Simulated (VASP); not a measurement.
# GW on InP, part 2 of 4

How does the gap of InP change from the starting functional to GW? The cell is of the zinc-blende type, one of the forms listed for this formula. The start is a cell from a database of measured crystal structures.

VASP 6.6.1, plane waves and PAW; the level of theory is named at each step.

So far, gap on the k-mesh (eV): step 3 (empty bands, functional PBE) 0.700.

The database entry behind the starting cell differs from later determinations by our own check (0.1 to 0.3 % short, probably kX units), so it need not match the best structure at ambient conditions.

## 4. evGW0

This step: evGW0 on PBE; plane waves and PAW (In_d_GW, P_GW) (VASP 6.6.1).

The lowest NBANDSGW levels in G are updated for four passes while W stays fixed, so the result depends less on the starting levels.

INCAR reads:

```
SYSTEM = InP
PREC = Accurate
ENCUT = 300
ISMEAR = 0
SIGMA = 0.01
LREAL = .FALSE.
GGA = PE
NBANDS = 328
ALGO = EVGW0
NELMGW = 4
ENCUTGW = 200
NOMEGA = 48
PRECFOCK = Fast
NBANDSGW = 24
LWAVE = .FALSE.
LCHARG = .FALSE.
```

POSCAR reads:

```
InP
1.0
    0.0000000000      2.9305000000      2.9305000000
    2.9305000000      0.0000000000      2.9305000000
    2.9305000000      2.9305000000      0.0000000000
In P
1 1
Direct
    0.0000000000      0.0000000000      0.0000000000
    0.2500000000      0.2500000000      0.2500000000
```

KPOINTS reads:

```
Automatic mesh
0
Gamma
6 6 6
0 0 0
```

PAW data sets: In_d_GW and P_GW (PBE family, release 64).

Started as:

```bash
$ mpirun -np 8 vasp_std
```

Log:

```text
[banner, memory and clock lines left out]
running    8 mpi-ranks, on    1 nodes
 distrk:  each k-point on    8 cores,    1 groups
 distr:  one band on    1 cores,    8 groups

 POSCAR found type information on POSCAR InP
 POSCAR found :  2 types and       2 ions
 [... a notice as in an earlier step ...]

|                                                                             |
|           W    W    AA    RRRRR   N    N  II  N    N   GGGG   !!!           |
|           W    W   A  A   R    R  NN   N  II  NN   N  G    G  !!!           |
|           W    W  A    A  R    R  N N  N  II  N N  N  G       !!!           |
|           W WW W  AAAAAA  RRRRR   N  N N  II  N  N N  G  GGG   !            |
|           WW  WW  A    A  R   R   N   NN  II  N   NN  G    G                |
|           W    W  A    A  R    R  N    N  II  N    N   GGGG   !!!           |
|                                                                             |
|     The default for ENCUTGWSOFT is different in this version of VASP.       |
|     please manually set ENCUTGWSOFT =200 in the INCAR file.                 |
|                                                                             |

 LDA part: xc-table for (Slater+PW92), standard interpolation
 found WAVECAR, reading the header
 POSCAR, INCAR and KPOINTS ok, starting setup
 FFT: planning ... GRIDC
 FFT: planning ... GRID_SOFT
 FFT: planning ... GRID
 reading WAVECAR
 the WAVECAR file was read successfully
 initial charge from wavefunction
 available memory per node:     48.96 GB, setting MAXMEM to     50131

 The Fermi energy was updated, please check that it is located mid-gap
 values below the HOMO (VB) or above the LUMO (CB) will cause erroneous energies
 E-fermi :   4.2727

 calculate exact exchange contribution
 the WAVEDER file was read successfully
energies w=
    0.000    0.000    0.291    0.000    0.581    0.000    0.869    0.000
    1.153    0.000    1.433    0.000    1.708    0.000    1.979    0.000
    2.244    0.000    2.504    0.000    2.759    0.000    3.010    0.000
    3.258    0.000    3.503    0.000    3.746    0.000    3.988    0.000
    4.230    0.000    4.473    0.000    4.718    0.000    4.966    0.000
    5.219    0.000    5.478    0.000    5.744    0.000    6.020    0.000
    6.308    0.000    6.610    0.000    6.928    0.000    7.269    0.000
    7.632    0.000    8.024    0.000    8.453    0.000    8.923    0.000
    9.446    0.000   10.032    0.000   10.698    0.000   11.463    0.000
   12.355    0.000   13.411    0.000   14.687    0.000   16.261    0.000
   18.253    0.000   20.858    0.000   24.409    0.000   29.528    0.000
   37.530    0.000   51.747    0.000   83.847    0.000  223.333    0.000
 responsefunction array rank=     336
 LDA part: xc-table for (Slater+PW92), standard interpolation

 min. memory requirement per mpi rank    406.2 MB, per node   3249.2 MB

 allocating   6 responsefunctions rank=   336
 shmem allocating  48 responsefunctions rank=   336
 response function shared by NCSHMEM nodes    1
 Doing            6  frequencies on each core in blocks of           48
NQ=   1    0.0000    0.0000    0.0000,
|.........|.........|.........|.........|.........|.........|.........|.........
 performed       1492000 updates of chi_q(r,r)
 total number of BLAS operations       1307.87 Gflops
NQ=   2    0.1667    0.0000    0.0000,
|.........|.........|.........|.........|.........|.........|.........|.........
 performed       4054000 updates of chi_q(r,r)
 total number of BLAS operations       3407.29 Gflops
NQ=   3    0.3333    0.0000    0.0000,
|.........|.........|.........|.........|.........|.........|.........|.........
 performed       6616000 updates of chi_q(r,r)
 total number of BLAS operations       5667.12 Gflops
NQ=   4    0.5000    0.0000    0.0000,
|.........|.........|.........|.........|.........|.........|.........|.........
 performed       8800000 updates of chi_q(r,r)
 total number of BLAS operations       7593.76 Gflops
NQ=   5    0.1667    0.1667    0.0000,
|.........|.........|.........|.........|.........|.........|.........|.........
 performed      11362000 updates of chi_q(r,r)
 total number of BLAS operations       9786.03 Gflops
NQ=   6    0.3333    0.1667    0.0000,
|.........|.........|.........|.........|.........|.........|.........|.........
 performed      15278000 updates of chi_q(r,r)
 total number of BLAS operations      13116.09 Gflops
NQ=   7    0.5000    0.1667    0.0000,
|.........|.........|.........|.........|.........|.........|.........|.........
 performed      19194000 updates of chi_q(r,r)
 total number of BLAS operations      16344.78 Gflops
NQ=   8   -0.3333    0.1667    0.0000,
|.........|.........|.........|.........|.........|.........|.........|.........
 performed      23110000 updates of chi_q(r,r)
 total number of BLAS operations      19573.46 Gflops
NQ=   9   -0.1667    0.1667    0.0000,
|.........|.........|.........|.........|.........|.........|.........|.........
 performed      26522000 updates of chi_q(r,r)
 total number of BLAS operations      22386.85 Gflops
NQ=  10    0.3333    0.3333    0.0000,
|.........|.........|.........|.........|.........|.........|.........|.........
 performed      29084000 updates of chi_q(r,r)
 total number of BLAS operations      24525.82 Gflops
NQ=  11    0.5000    0.3333    0.0000,
|.........|.........|.........|.........|.........|.........|.........|.........
 performed      33000000 updates of chi_q(r,r)
 total number of BLAS operations      27855.87 Gflops
NQ=  12   -0.3333    0.3333    0.0000,
|.........|.........|.........|.........|.........|.........|.........|.........
 performed      36412000 updates of chi_q(r,r)
 total number of BLAS operations      30704.42 Gflops
NQ=  13    0.5000    0.5000    0.0000,
|.........|.........|.........|.........|.........|.........|.........|.........
 performed      38376000 updates of chi_q(r,r)
 total number of BLAS operations      32374.65 Gflops
NQ=  14    0.5000    0.3333    0.1667,
|.........|.........|.........|.........|.........|.........|.........|.........
 performed      42765000 updates of chi_q(r,r)
 total number of BLAS operations      36060.63 Gflops
NQ=  15   -0.3333    0.3333    0.1667,
|.........|.........|.........|.........|.........|.........|.........|.........
 performed      46902000 updates of chi_q(r,r)
 total number of BLAS operations      39535.06 Gflops
NQ=  16   -0.3333    0.5000    0.1667,
|.........|.........|.........|.........|.........|.........|.........|.........
 performed      50330000 updates of chi_q(r,r)
 total number of BLAS operations      42522.13 Gflops
 resolving degeneracies of screened two electron integrals

[...]
total number of BLAS operations      39535.06 Gflops
NQ=  16   -0.3333    0.5000    0.1667,
|.........|.........|.........|.........|.........|.........|.........|.........
 performed      50330000 updates of chi_q(r,r)
 total number of BLAS operations      42522.13 Gflops
 resolving degeneracies of screened two electron integrals

 calculate QP shifts <psi_nk| G(iteration)W_0 |psi_nk>: iteration 2
 allocating   6 responsefunctions rank=   336
 shmem allocating  48 responsefunctions rank=   336
 response function shared by NCSHMEM nodes    1
 Doing            6  frequencies on each core in blocks of           48
NQ=   1    0.0000    0.0000    0.0000,
|.........|.........|.........|.........|.........|.........|.........|.........
 performed       1492000 updates of chi_q(r,r)
 total number of BLAS operations       1307.87 Gflops
NQ=   2    0.1667    0.0000    0.0000,
|.........|.........|.........|.........|.........|.........|.........|.........
 performed       4054000 updates of chi_q(r,r)
 total number of BLAS operations       3407.29 Gflops
NQ=   3    0.3333    0.0000    0.0000,
|.........|.........|.........|.........|.........|.........|.........|.........
 performed       6616000 updates of chi_q(r,r)
 total number of BLAS operations       5667.12 Gflops
NQ=   4    0.5000    0.0000    0.0000,
|.........|.........|.........|.........|.........|.........|.........|.........
 performed       8800000 updates of chi_q(r,r)
 total number of BLAS operations       7593.76 Gflops
NQ=   5    0.1667    0.1667    0.0000,
|.........|.........|.........|.........|.........|.........|.........|.........
 performed      11362000 updates of chi_q(r,r)
 total number of BLAS operations       9786.03 Gflops
NQ=   6    0.3333    0.1667    0.0000,
|.........|.........|.........|.........|.........|.........|.........|.........
 performed      15278000 updates of chi_q(r,r)
 total number of BLAS operations      13116.09 Gflops
NQ=   7    0.5000    0.1667    0.0000,
|.........|.........|.........|.........|.........|.........|.........|.........
 performed      19194000 updates of chi_q(r,r)
 total number of BLAS operations      16344.78 Gflops
NQ=   8   -0.3333    0.1667    0.0000,
|.........|.........|.........|.........|.........|.........|.........|.........
 performed      23110000 updates of chi_q(r,r)
 total number of BLAS operations      19573.46 Gflops
NQ=   9   -0.1667    0.1667    0.0000,
|.........|.........|.........|.........|.........|.........|.........|.........
 performed      26522000 updates of chi_q(r,r)
 total number of BLAS operations      22386.85 Gflops
NQ=  10    0.3333    0.3333    0.0000,
|.........|.........|.........|.........|.........|.........|.........|.........
 performed      29084000 updates of chi_q(r,r)
 total number of BLAS operations      24525.82 Gflops
NQ=  11    0.5000    0.3333    0.0000,
|.........|.........|.........|.........|.........|.........|.........|.........
 performed      33000000 updates of chi_q(r,r)
 total number of BLAS operations      27855.87 Gflops
NQ=  12   -0.3333    0.3333    0.0000,
|.........|.........|.........|.........|.........|.........|.........|.........
 performed      36412000 updates of chi_q(r,r)
 total number of BLAS operations      30704.42 Gflops
NQ=  13    0.5000    0.5000    0.0000,
|.........|.........|.........|.........|.........|.........|.........|.........
 performed      38376000 updates of chi_q(r,r)
 total number of BLAS operations      32374.65 Gflops
NQ=  14    0.5000    0.3333    0.1667,
|.........|.........|.........|.........|.........|.........|.........|.........
 performed      42765000 updates of chi_q(r,r)
 total number of BLAS operations      36060.63 Gflops
NQ=  15   -0.3333    0.3333    0.1667,
|.........|.........|.........|.........|.........|.........|.........|.........
 performed      46902000 updates of chi_q(r,r)
 total number of BLAS operations      39535.06 Gflops
NQ=  16   -0.3333    0.5000    0.1667,
|.........|.........|.........|.........|.........|.........|.........|.........
 performed      50330000 updates of chi_q(r,r)
 total number of BLAS operations      42522.13 Gflops
 resolving degeneracies of screened two electron integrals

 calculate QP shifts <psi_nk| G(iteration)W_0 |psi_nk>: iteration 3
 allocating   6 responsefunctions rank=   336
 shmem allocating  48 responsefunctions rank=   336
 response function shared by NCSHMEM nodes    1
 Doing            6  frequencies on each core in blocks of           48
NQ=   1    0.0000    0.0000    0.0000,
|.........|.........|.........|.........|.........|.........|.........|.........
 performed       1492000 updates of chi_q(r,r)
 total number of BLAS operations       1307.87 Gflops
NQ=   2    0.1667    0.0000    0.0000,
|.........|.........|.........|.........|.........|.........|.........|.........
 performed       4054000 updates of chi_q(r,r)
 total number of BLAS operations       3407.29 Gflops
NQ=   3    0.3333    0.0000    0.0000,
|.........|.........|.........|.........|.........|.........|.........|.........
 performed       6616000 updates of chi_q(r,r)
 total number of BLAS operations       5667.12 Gflops
NQ=   4    0.5000    0.0000    0.0000,
|.........|.........|.........|.........|.........|.........|.........|.........
 performed       8800000 updates of chi_q(r,r)
 total number of BLAS operations       7593.76 Gflops
NQ=   5    0.1667    0.1667    0.0000,
|.........|.........|.........|.........|.........|.........|.........|.........
 performed      11362000 updates of chi_q(r,r)
 total number of BLAS operations       9786.03 Gflops
NQ=   6    0.3333    0.1667    0.0000,
|.........|.........|.........|.........|.........|.........|.........|.........
 performed      15278000 updates of chi_q(r,r)
 total number of BLAS operations      13116.09 Gflops
NQ=   7    0.5000    0.1667    0.0000,
|.........|.........|.........|.........|.........|.........|.........|.........
 performed      19194000 updates of chi_q(r,r)
 total number of BLAS operations      16344.78 Gflops
NQ=   8   -0.3333    0.1667    0.0000,
|.........|.........|.........|.........|.........|.........|.........|.........
 performed      23110000 updates of chi_q(r,r)
 total number of BLAS operations      19573.46 Gflops
NQ=   9   -0.1667    0.1667    0.0000,
|.........|.........|.........|.........|.........|.........|.........|.........
 performed      26522000 updates of chi_q(r,r)
 total number of BLAS operations      22386.85 Gflops
NQ=  10    0.3333    0.3333    0.0000,
|.........|.........|.........|.........|.........|.........|.........|.........
 performed      29084000 updates of chi_q(r,r)
 total number of BLAS operations      24525.82 Gflops
NQ=  11    0.5000    0.3333    0.0000,
|.........|.........|.........|.........|.........|.........|.........|.........
 performed      33000000 updates of chi_q(r,r)
 total number of BLAS operations      27855.87 Gflops
NQ=  12   -0.3333    0.3333    0.0000,
|.........|.........|.........|.........|.........|.........|.........|.........
 performed      36412000 updates of chi_q(r,r)
 total number of BLAS operations      30704.42 Gflops
NQ=  13    0.5000    0.5000    0.0000,
|.........|.........|.........|.........|.........|.........|.........|.........
 performed      38376000 updates of chi_q(r,r)
 total number of BLAS operations      32374.65 Gflops
NQ=  14    0.5000    0.3333    0.1667,
|.........|.........|.........|.........|.........|.........|.........|.........
 performed      42765000 updates of chi_q(r,r)
 total number of BLAS operations      36060.63 Gflops
NQ=  15   -0.3333    0.3333    0.1667,
|.........|.........|.........|.........|.........|.........|.........|.........
 performed      46902000 updates of chi_q(r,r)
 total number of BLAS operations      39535.06 Gflops
NQ=  16   -0.3333    0.5000    0.1667,
|.........|.........|.........|.........|.........|.........|.........|.........
 performed      50330000 updates of chi_q(r,r)
 total number of BLAS operations      42522.13 Gflops
 resolving degeneracies of screened two electron integrals

 calculate QP shifts <psi_nk| G(iteration)W_0 |psi_nk>: iteration 4
 entering main loop
```

The job ended after 34 min (8 MPI ranks of Intel Xeon 6975P-C (Granite Rapids), shared host; peak memory 3.5 GiB; 4.3 h of CPU time).

[end of part 2 of 4]

[Lines on the potential files, build, host, timing and source positions are cut from VASP's logs without a mark.]

[Logs are printed without paths, hosts, clocks, repeated set-up lines and the standing remarks that a program may print on its own settings, such as how far it seeks lower states.]

[Hosts, paths, dates, database ids (printed as entryN), source tags and the programs' standing remarks are cut or masked in the printed files.]

[Pressures printed for these runs are not shown converged in the cutoff: they can be off by several GPa and have the wrong sign.]
